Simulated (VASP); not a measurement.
Input:

```xyz
2
Lattice="0.0000 3.1450 3.1450 3.1450 0.0000 3.1450 3.1450 3.1450 0.0000" Properties=species:S:1:pos:R:3 pbc="T T T"
K      0.0000     0.0000     0.0000
Cl     3.1450     3.1450     3.1450
```

These are G0W0 on PBE orbitals, VASP's PBE PAW potentials (set 64) (plane waves; VASP) values and carry that method's errors. Settings: PREC = Normal, 500 eV cut-off, 6×6×6 Γ-centred mesh, Gaussian smearing of 0.010 eV, potentials K_sv_GW Cl_GW.

The mesh is coarse and the basis finite, so the quasiparticle values are not converged.

NBANDS = 128, ENCUTGW = 180 eV, NOMEGA = 64. The PBE levels (eV) that the step starts from are:

```tsv
state	KS energy	filling
k1 (0.00, 0.00, 0.00), band 5	-11.28	2
k1 (0.00, 0.00, 0.00), band 6	-0.63	2
k1 (0.00, 0.00, 0.00), band 7	-0.63	2
k1 (0.00, 0.00, 0.00), band 8	-0.63	2
k1 (0.00, 0.00, 0.00), band 9	4.56	0
k1 (0.00, 0.00, 0.00), band 10	7.73	0
k1 (0.00, 0.00, 0.00), band 11	7.73	0
k1 (0.00, 0.00, 0.00), band 12	7.73	0
k4 (0.50, 0.00, 0.00), band 5	-11.04	2
k4 (0.50, 0.00, 0.00), band 6	-1.69	2
k4 (0.50, 0.00, 0.00), band 7	-0.96	2
k4 (0.50, 0.00, 0.00), band 8	-0.96	2
k4 (0.50, 0.00, 0.00), band 9	6.94	0
k4 (0.50, 0.00, 0.00), band 10	7.98	0
k4 (0.50, 0.00, 0.00), band 11	9.87	0
k4 (0.50, 0.00, 0.00), band 12	9.87	0
k9 (-0.17, 0.17, 0.00), band 5	-11.15	2
k9 (-0.17, 0.17, 0.00), band 6	-1.25	2
k9 (-0.17, 0.17, 0.00), band 7	-0.84	2
k9 (-0.17, 0.17, 0.00), band 8	-0.79	2
k9 (-0.17, 0.17, 0.00), band 9	5.99	0
k9 (-0.17, 0.17, 0.00), band 10	7.34	0
k9 (-0.17, 0.17, 0.00), band 11	8.39	0
k9 (-0.17, 0.17, 0.00), band 12	8.98	0
```

Task: Give the quasiparticle energies and renormalisation factors Z.

Result: 
```csv
state,QP energy (eV),Z
"k1 (0.00, 0.00, 0.00), band 5",-14.41,0.81
"k1 (0.00, 0.00, 0.00), band 6",-2.57,0.79
"k1 (0.00, 0.00, 0.00), band 7",-2.57,0.79
"k1 (0.00, 0.00, 0.00), band 8",-2.57,0.79
"k1 (0.00, 0.00, 0.00), band 9",5.30,0.86
"k1 (0.00, 0.00, 0.00), band 10",9.45,0.86
"k1 (0.00, 0.00, 0.00), band 11",9.45,0.86
"k1 (0.00, 0.00, 0.00), band 12",9.45,0.86
"k4 (0.50, 0.00, 0.00), band 5",-13.82,0.80
"k4 (0.50, 0.00, 0.00), band 6",-3.82,0.79
"k4 (0.50, 0.00, 0.00), band 7",-2.94,0.79
"k4 (0.50, 0.00, 0.00), band 8",-2.94,0.79
"k4 (0.50, 0.00, 0.00), band 9",7.76,0.86
"k4 (0.50, 0.00, 0.00), band 10",9.38,0.84
"k4 (0.50, 0.00, 0.00), band 11",12.29,0.84
"k4 (0.50, 0.00, 0.00), band 12",12.29,0.84
"k9 (-0.17, 0.17, 0.00), band 5",-14.08,0.80
"k9 (-0.17, 0.17, 0.00), band 6",-3.30,0.79
"k9 (-0.17, 0.17, 0.00), band 7",-2.81,0.79
"k9 (-0.17, 0.17, 0.00), band 8",-2.77,0.80
"k9 (-0.17, 0.17, 0.00), band 9",6.87,0.85
"k9 (-0.17, 0.17, 0.00), band 10",8.71,0.86
"k9 (-0.17, 0.17, 0.00), band 11",10.23,0.85
"k9 (-0.17, 0.17, 0.00), band 12",10.87,0.85
```
On the mesh the gap opens from 5.19 to 7.87 eV.

The compound is KCl in the rock salt structure. The cell was not relaxed at this level.
